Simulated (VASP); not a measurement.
Method: PBE GGA, VASP's PBE PAW potentials (set 64) (plane waves; VASP 6.6.1).

VASP ran on this input.

POSCAR:
```
MoSi2
1
   -1.6050000000     1.6050000000     3.9250000000
    1.6050000000    -1.6050000000     3.9250000000
    1.6050000000     1.6050000000    -3.9250000000
Si Mo
2 1
Direct
  0.6650000000   0.6650000000   0.0000000000
  0.3350000000   0.3350000000   0.0000000000
  0.0000000000   0.0000000000   0.0000000000
```

INCAR:
```
SYSTEM = MoSi2
PREC = Accurate; ENCUT = 200; LREAL = .FALSE.
LASPH = .TRUE.
EDIFF = 1E-6; NELM = 100; ALGO = Normal
LMAXMIX = 4
ISMEAR = 1; SIGMA = 0.1
GGA = PE
ISIF = 2
LWAVE = .FALSE.; LCHARG = .FALSE.
```

### KPOINTS
```
Automatic mesh
0
Gamma
12 12 12
0 0 0
```

POTCAR, in this order: Si Mo_sv (PBE.64 set). Program: vasp_std.

At this cut-off the stress carries a Pulay error, which pulls relaxed volumes low.

Question: Estimate the energy per atom (σ→0), pressure, band gap (on the k-mesh).

Answer: 
```
Quantity                                                    Result
------------------------  ----------------------------------------
energy per atom (σ→0)                               -7.643 eV/atom
band gap (on the k-mesh)  none (metal, semimetal or under 0.01 eV)
pressure                                                -27.81 GPa
```

OSZICAR:
```
...
DAV:   7    -0.229711053106E+02    0.13679E+00   -0.12533E+00  5481   0.627E+00    0.521E+00
DAV:   8    -0.229309930703E+02    0.40112E-01   -0.15590E-01  5891   0.316E+00    0.537E-01
DAV:   9    -0.229302652606E+02    0.72781E-03   -0.23168E-03  5765   0.347E-01    0.271E-01
DAV:  10    -0.229302053468E+02    0.59914E-04   -0.67194E-04  6003   0.233E-01    0.561E-02
DAV:  11    -0.229301915402E+02    0.13807E-04   -0.26794E-04  5765   0.120E-01    0.454E-02
DAV:  12    -0.229301852882E+02    0.62521E-05   -0.48412E-05  5506   0.475E-02    0.619E-03
DAV:  13    -0.229301845504E+02    0.73775E-06   -0.74158E-07  3187   0.747E-03
   1 F= -.22930185E+02 E0= -.22930081E+02  d E =-.309774E-03
```

The compound is MoSi2 in the MoSi2 type structure. The cell was not relaxed at this level. The run is one of a series of settings (ENCUT = 200 against the base run), some of them coarse on purpose.
